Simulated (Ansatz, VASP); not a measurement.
AgB4 in VASP and in Ansatz

Contents of INCAR:

```
SYSTEM = AgB4
  PREC = Accurate
  ENCUT = 600
  EDIFF = 1E-6
  ISMEAR = -1
  SIGMA = 0.05
  LREAL = .False.
  LASPH = .True.
  NELM = 80
  ALGO = Normal
  ISIF = 3
  LWAVE = .False.
  LCHARG = .False.
  GGA = PE
  IBRION = 2
  NSW = 40
  EDIFFG = -0.02
  PSTRESS = 0
```

Contents of KPOINTS:

```
regular mesh
0
Gamma
  7 7 4
  0 0 0
```

Contents of POSCAR:

```
AgB4
1.0
    3.0321300000      0.0000000000      0.0000000000
   -1.5160700000      2.6259100000      0.0000000000
    0.0000000000      0.0000000000      5.6987400000
Ag B
1 4
Direct
    0.0000000000      0.0000000000      0.0000000000
    0.3333300000      0.6666700000      0.6649500000
    0.6666700000      0.3333300000      0.6649500000
    0.3333300000      0.6666700000      0.3350500000
    0.6666700000      0.3333300000      0.3350500000
```

Contents of input.yaml:

```yaml
crystal:
  lattice:
    - [3.03213, 0.0, 0.0]
    - [-1.51607, 2.62591, 0.0]
    - [0.0, 0.0, 5.69874]
  atoms:
    - { symbol: Ag, position: [0.0, 0.0, 0.0] }
    - { symbol: B, position: [0.33333, 0.66667, 0.66495] }
    - { symbol: B, position: [0.66667, 0.33333, 0.66495] }
    - { symbol: B, position: [0.33333, 0.66667, 0.33505] }
    - { symbol: B, position: [0.66667, 0.33333, 0.33505] }
hamiltonian:
  xc: pbe
  pseudopotentials: { kind: paw }
kpoints:
  mp_grid: { grid: [7, 7, 4] }
scf:
  occupations: { method: fermi_dirac, width: 0.05 }
output:
  forces: true
  stress: true
  eigenvalues: true
  write_density: true
  write_potential: true
  elf: true
  volumetric_format: npy
relax:
  f_tol: 0.01
  max_steps: 40
  cell: { stress_tol: 0.05 }
```

The cell was built by a generator and needn't be a form met in nature.

Alike in both runs: task relaxation of cell and atoms; functional PBE; k mesh 7 × 7 × 4; occupations fermi-dirac, width 0.05 eV; no spin polarisation.

|  | VASP | Ansatz |
| --- | --- | --- |
| version | VASP 6.6.1 | Ansatz 0.2.0 |
| potentials or method | VASP PAW PBE potentials, release 64 (Ag, B) | Ansatz PAW |
| plane-wave cutoff (eV) | 600 | 420 |
| valence electrons in the cell | 23 | 31 |

Ansatz gave:

| Property | Result |
| --- | --- |
| gap on the k mesh at the Fermi level, each at its own relaxed structure (eV) | none |
| relaxed volume (Å³/atom) | 9.48 |
| relaxed cell length with the largest relative difference (Å) | 5.946 |
| energy change over the relaxation (meV/atom) | -7 |

Problem. What did VASP give for the same quantities?

Solution. gap on the k mesh at the Fermi level, each at its own relaxed structure (eV): none; relaxed volume (Å³/atom): 9.46; relaxed cell length with the largest relative difference (Å): 5.915; energy change over the relaxation (meV/atom): -7.

A gap of «none» marks a metal or a gap that the smearing closes. The two sets of potentials don't hold the same shells in valence.

Caveats: the plane-wave basis is chosen anew once the cell has moved, so the energies of steps on either side of that aren't comparable (Ansatz).
